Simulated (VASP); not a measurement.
The system is Si2B3.

```xyz
5
Lattice="3.9317 0.0000 0.0000 0.0000 3.9317 0.0000 0.0000 0.0000 4.2012" Properties=species:S:1:pos:R:3 pbc="T T T"
Si    1.9659    1.9659    0.0000
Si    0.0000    0.0000    0.0000
B     0.0000    1.9659    0.0000
B     1.9659    0.0000    0.0000
B     1.9659    1.9659    2.1006
```

The cell was built by a generator and needn't be a form met in nature.

| Item | Value |
| --- | --- |
| Program | VASP 6.6.1 |
| Task | relaxation of cell and atoms |
| Functional | PBE |
| Potentials or basis | VASP PAW PBE potentials, release 64 (Si, B) |
| Cutoff | 520 eV |
| k mesh | 4 × 4 × 4 |
| Occupations | gaussian, width 0.15 eV |
| Spin | no spin polarisation |

At the start: pressure 15.3 GPa; volume 12.99 Å³/atom.

Question: How do energy, volume and symmetry change on relaxing?

Answer: Over 5 steps the energy falls by 207.4 meV/atom and the volume is 13.84 Å³/atom (+6.6 %); space group P4/mmm (No. 123, to 0.05 Å).

The path:
```
step  energy change (eV)  largest force (eV/Å)  pressure (GPa)  volume (Å³)
   1              0.0000                0.0000           15.27        64.94
   2             -0.8066                0.0000           -8.72        76.73
   3             -0.9039                0.0000           -4.40        73.42
   4             -1.0260                0.0000           -1.65        70.32
   5             -1.0372                0.0000           -0.37        69.21
```

Final structure:
```
Si B
1.0
     4.24507    0.00000    0.00000
     0.00000    4.24507    0.00000
     0.00000    0.00000    3.84083
Si B
2 3
Direct
  0.50000 0.50000 0.00000
  0.00000 0.00000 0.00000
  0.00000 0.50000 0.00000
  0.50000 0.00000 0.00000
  0.50000 0.50000 0.50000
```

Caveat: the k mesh is coarse (spacing up to 0.40 Å⁻¹), so the values aren't converged; the relaxation stopped at a loose force limit of 0.08 eV/Å, so its end isn't a converged minimum.
